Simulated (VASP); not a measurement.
Input:

```xyz
1
Lattice="0.0000 2.0195 2.0195 2.0195 0.0000 2.0195 2.0195 2.0195 0.0000" Properties=species:S:1:pos:R:3 pbc="T T T"
Al     0.0000     0.0000     0.0000
```

All values below come from PBE GGA, VASP's PBE PAW potentials (set 64) (plane waves; VASP 6.6.1). Run with 300 eV cut-off, 14×14×14 Γ-centred mesh, first-order Methfessel-Paxton smearing of 0.10 eV, potentials Al.

Energy and stress use the plane-wave basis of the starting cell.

Task: The ions, cell shape and volume at an external pressure of 10.0 GPa are relaxed. Which structure does the run end with?

Result: 
```xyz
1
Lattice="0.0000 1.9503 1.9503 1.9503 0.0000 1.9503 1.9503 1.9503 0.0000" Properties=species:S:1:pos:R:3 pbc="T T T"
Al     0.0000     0.0000     0.0000
```
Space group Fm-3m (225), at a tolerance of 0.03 Å.

Task: How do energy and volume change from the first to the last step?

Result: The energy (σ→0) changes by +45.3 meV/atom and the volume by -9.9 %, in 3 ionic steps.

The structure comes from a computed database's Al entry; how it stands against other phases isn't given here. This run relaxes it under an external pressure of 10 GPa. Symmetry was kept, so distortions that lower it aren't found. The run is one of a series of settings (EDIFFG = -0.01, IBRION = 2, ISIF = 3, NSW = 50, PSTRESS = 100 against the base run), some of them coarse on purpose.
